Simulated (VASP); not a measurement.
Crystal: CeZn2Ni.

```
Ce Zn Ni
1.0
     3.86439    0.00000    0.00000
     0.00000    3.86439    0.00000
     0.00000    0.00000    4.91927
Ce Zn Ni
1 2 1
Direct
  0.00000 0.00000 0.00000
  0.00000 0.50000 0.50000
  0.50000 0.00000 0.50000
  0.50000 0.50000 0.00000
```

The cell comes from a database or a generator and needn't be the stable form of this composition.

| Property | Result |
| --- | --- |
| Program | VASP 6.6.1 |
| Task | relaxation of cell and atoms |
| Functional | PBEsol |
| Potentials or basis | VASP PAW PBE potentials, release 64 (Ce, Zn, Ni) |
| Cutoff | 600 eV |
| k mesh | 5 × 5 × 5 |
| Occupations | fermi-dirac, width 0.05 eV |
| Spin | collinear spin, ferromagnetic start |
| Starting moments | [1.0, 0.0, 0.0, 1.0] μB |
| Hubbard terms | Ce f U = 2 eV, Ni d U = 2 eV |

At the start: pressure -4.3 GPa; volume 18.37 Å³/atom.

Task: Where does the relaxation end?

Result: Over 3 steps the energy falls by 14.0 meV/atom and the volume is 17.38 Å³/atom (-5.4 %); space group P4/mmm (No. 123, to 0.05 Å); moment 0.00 μB per cell.

The path:
```
step  energy change (eV)  largest force (eV/Å)  pressure (GPa)  volume (Å³)
   1              0.0000                0.0000           -4.33        73.46
   2             -0.0501                0.0000            1.64        68.31
   3             -0.0562                0.0000            0.02        69.52
```

Final structure:
```cif
data_structure
_symmetry_space_group_name_H-M 'P 1'
_symmetry_Int_Tables_number 1
_cell_length_a 3.7923
_cell_length_b 3.7923
_cell_length_c 4.8339
_cell_angle_alpha 90.000
_cell_angle_beta 90.000
_cell_angle_gamma 90.000
_cell_volume 69.52
loop_
_atom_site_label
_atom_site_type_symbol
_atom_site_fract_x
_atom_site_fract_y
_atom_site_fract_z
_atom_site_occupancy
Ce1 Ce 0.00000 0.00000 0.00000 1
Zn1 Zn 0.00000 0.50000 0.50000 1
Zn2 Zn 0.50000 0.00000 0.50000 1
Ni1 Ni 0.50000 0.50000 0.00000 1
```

Caveat: the magnetic or orbital state may not be the lowest; the PAW data sets were made with another functional, which shifts forces and pressure a little.
